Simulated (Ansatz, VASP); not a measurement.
# Cross-check of Li4Ge11O24 between VASP and Ansatz, part 2 of 2

Wanted: the spread between two codes on one cell, functional and k mesh. The structure shown is frame 71 of Ansatz's trajectory.

VASP 6.6.1 and Ansatz 0.2.0.

So far: Starting point; Ansatz: dynamics, RPBE.

## Step 3: VASP: single point, RPBE

Level of this step: RPBE; plane waves and PAW (Ge_d, Li_sv, O) (VASP).

The same cell, functional, mesh and smearing now go to VASP, with its own data sets.

Lines of VASP's logs that name or quote its potential files are left out, and so is its time.

INCAR

```
SYSTEM = Li4Ge11O24
PREC = Accurate
ENCUT = 650
EDIFF = 1E-06
NELM = 120
ISMEAR = 0
SIGMA = 0.05
LREAL = Auto
ALGO = Normal
GGA = RP
NBANDS = 368
LORBIT = 11
LWAVE = .FALSE.
LCHARG = .FALSE.
ISIF = 2
LASPH = .TRUE.
GGA_COMPAT = .FALSE.
EFERMI = MIDGAP
NCORE = 2
```

POSCAR

```
Li4Ge11O24
1.0
   10.4408800000      0.0000000000      0.0000000000
    0.0000000000     10.4408800000      0.0000000000
    0.0000000000      0.0000000000     10.4408800000
Ge Li O
22 8 48
Direct
    0.6530675575      0.6425895135      0.3954551724
    0.2633494495      0.7903835692      0.4895947468
    0.0400636728      0.1620648834      0.7066645723
    0.4512454889      0.4821911563      0.5606711312
    0.2034407061      0.5962428454      0.0317214641
    0.9486269357      0.1473439020      0.4044486672
    0.4103581307      0.9455333267      0.0240496970
    0.0386461678      0.7107829991      0.6731808047
    0.4631889266      0.5694922267      0.8611534660
    0.3341001908      0.0131598103      0.7126985465
    0.9827045230      0.7511818927      0.3824294504
    0.9519216771      0.4530844143      0.3180095931
    0.5618875037      0.1599865145      0.5804108466
    0.7959290788      0.3585808859      0.0462125798
    0.5141137529      0.4400299592      0.1511654190
    0.6961673729      0.9749178230      0.3481603083
    0.0509822927      0.1294335343      0.1171261426
    0.9848595138      0.8133509819      0.9728202987
    0.9959696884      0.4618576212      0.8437219851
    0.6645033752      0.8074894070      0.9254871237
    0.7540935247      0.1090233773      0.8226509643
    0.2547773751      0.4461788661      0.3037483431
    0.8231202734      0.9441445549      0.6441889956
    0.1461562627      0.8840155236      0.1936235260
    0.8415191057      0.6679034717      0.1542781834
    0.3492809035      0.1769103754      0.1796112971
    0.2796507574      0.1944472113      0.9158327651
    0.7593995908      0.3806001027      0.4973527136
    0.4363616860      0.7588440821      0.2244351051
    0.6167008911      0.1545846710      0.1069066975
    0.3864425221      0.9203534568      0.8511926198
    0.1974258875      0.7115587958      0.6238171495
    0.5617246822      0.0647263449      0.4388135866
    0.9183804430      0.2262069864      0.0830102443
    0.3765678755      0.7017224602      0.4017381677
    0.5488809372      0.8474189915      0.0538556137
    0.9109672748      0.0743615481      0.7740918390
    0.3882718698      0.3511868731      0.2324133598
    0.5749228034      0.5893277195      0.5451168867
    0.2031246408      0.1590095854      0.0821769813
    0.3264858901      0.9367984308      0.5633528975
    0.0318555524      0.8118089663      0.8048746849
    0.6964738604      0.9469508317      0.8215112136
    0.1820631977      0.0940629525      0.7668893810
    0.3071005509      0.4580552597      0.4653534951
    0.1226812299      0.4771724222      0.9511746136
    0.0787002628      0.7123537480      0.0504746726
    0.0430423489      0.3201550061      0.7675023561
    0.7084939201      0.1650914482      0.6587950441
    0.4143807802      0.4816739585      0.7282336355
    0.9383787573      0.7611331612      0.5494843347
    0.0293366076      0.5915976431      0.3662334976
    0.6713418792      0.8053056830      0.4164016826
    0.1048187509      0.3749109270      0.2863072844
    0.7820222050      0.5352230846      0.3909249029
    0.8128050509      0.7643800139      0.9711154615
    0.0381577032      0.0883258882      0.2876960563
    0.6620610523      0.3586383523      0.1472577024
    0.8417585491      0.4405184237      0.9070404027
    0.4351548912      0.1382450521      0.6902195983
    0.5657664871      0.5791465853      0.2428339374
    0.8817456000      0.8031506923      0.2695749784
    0.7146140938      0.0059094636      0.1898211645
    0.8855862724      0.4805342078      0.1615093747
    0.3274819747      0.6426661354      0.9327949368
    0.9775995893      0.5685631862      0.7204373578
    0.8255817517      0.0360218679      0.4512167557
    0.0147976033      0.9643823126      0.0519496441
    0.2697952663      0.5578073879      0.1733474573
    0.0458486258      0.1493456490      0.5406153504
    0.5861862219      0.6838312479      0.8431760541
    0.1259663936      0.8402069557      0.4006750389
    0.3194558313      0.8914095364      0.1549486250
    0.8884404380      0.3070909732      0.3819122526
    0.5390062907      0.3316770234      0.5250994169
    0.7124782585      0.2096470796      0.9472956303
    0.5098133491      0.4594248761      0.9805399545
    0.4520117078      0.1187543579      0.0314820207
```

KPOINTS

```
Automatic mesh
0
Gamma
1 1 1
0 0 0
```

Potentials, in the order of the species: Ge_d, Li_sv and O (PBE family, release 64).

Launch:

```
$ mpirun -np 8 vasp_gam
```

Numbers of over 12 decimals in the logs are rounded to 6 here.

Output:

```text
[banner, memory and clock lines left out]
running    8 mpi-ranks, on    1 nodes
[...]
|                                                                             |
|               ----> ADVICE to this user running VASP <----                  |
|                                                                             |
|     You enforced a specific xc type in the INCAR file but a different       |
|     [... a line on the potential file left out ...]
|     I HOPE YOU KNOW WHAT YOU ARE DOING!                                     |
|                                                                             |

 LDA part: xc-table for (Slater+PW92), standard interpolation
 POSCAR, INCAR and KPOINTS ok, starting setup
[...]
entering main loop
       N       E                     dE             d eps       ncg     rms          rms(c)
DAV:   1     0.215338583331E+05    0.21534E+05   -0.24060E+05   952   0.488E+03
DAV:   2     0.521138740812E+04   -0.16322E+05   -0.15332E+05   736   0.141E+03
DAV:   3     0.372268312775E+03   -0.48391E+04   -0.45542E+04   776   0.431E+02
DAV:   4    -0.464217511985E+03   -0.83649E+03   -0.81394E+03   856   0.193E+02
[...]
DAV:  18    -0.449415123892E+03   -0.44473E-05   -0.89165E-05   856   0.391E-02    0.678E-03
DAV:  19    -0.449415125890E+03   -0.19981E-05   -0.34674E-05   904   0.233E-02    0.287E-03
DAV:  20    -0.449415126485E+03   -0.59528E-06   -0.83468E-06   672   0.165E-02
   1 F= -.44941513E+03 E0= -.44941513E+03  d E =-.674974E-77
```

Parts of OUTCAR (step 3):

```text
  FREE ENERGIE OF THE ION-ELECTRON SYSTEM (eV)
  ---------------------------------------------------
  free  energy   TOTEN  =      -449.4151264853 eV

  energy  without entropy=     -449.4151264853  energy(sigma->0) =     -449.41512649

[... 1 further part left out ...]
```

The run ends at a pressure of 1.34 GPa, with forces up to 5.4 eV/Å.

## Step 4: Differences

Known differences besides the potentials themselves: the cutoff is 420 eV in Ansatz and 650 eV in VASP (PREC = Accurate, projectors in real space); Ansatz makes its cores anew for this functional, VASP keeps those of its PBE data sets. Total energies have different zeros and are not compared.

Forces on 7 of the 78 atoms, those with the largest forces and the largest differences (eV/Å; atoms numbered as in POSCAR):

```csv
atom,"Ansatz x, y, z","VASP x, y, z"
Ge10,"-1.972, -2.452, 1.086","-1.903, -2.374, 1.038"
Ge14,"3.125, -1.997, 1.208","3.073, -1.967, 1.204"
Ge18,"-1.978, 4.458, -2.603","-1.872, 4.369, -2.511"
Ge20,"-3.461, 2.565, 0.396","-3.357, 2.477, 0.386"
O47,"1.713, -1.881, 2.414","1.653, -1.803, 2.293"
O56,"3.359, -1.337, 1.576","3.245, -1.278, 1.535"
O57,"1.907, -1.079, -2.645","1.795, -0.989, -2.565"
```

The forces differ by 45 meV/Å r.m.s., which is 4.3 % of the r.m.s. force of 1.042 eV/Å (both taken over all components).

## Step 5: Outcome

```
r.m.s. force difference (single point, RPBE) : 4.3 % of the r.m.s. force
```

What this shows: The r.m.s. force difference is 4.3 % of the r.m.s. force (single point, RPBE), beyond the 3 % picked in this series as the mark of a large difference. What causes the difference of the single point, RPBE pair stays open here. 2 further runs of this series are not shown here. How closely two codes agree says nothing of how well the functional describes the real material.

[Lines on the potential files, build, host, timing and source positions are cut from VASP's logs without a mark.]

[Logs are printed without paths, hosts, clocks, repeated set-up lines and the standing remarks that a program may print on its own settings, such as how far it seeks lower states.]

[Hosts, paths, dates, database ids (printed as entryN), source tags and the programs' standing remarks are cut or masked in the printed files.]
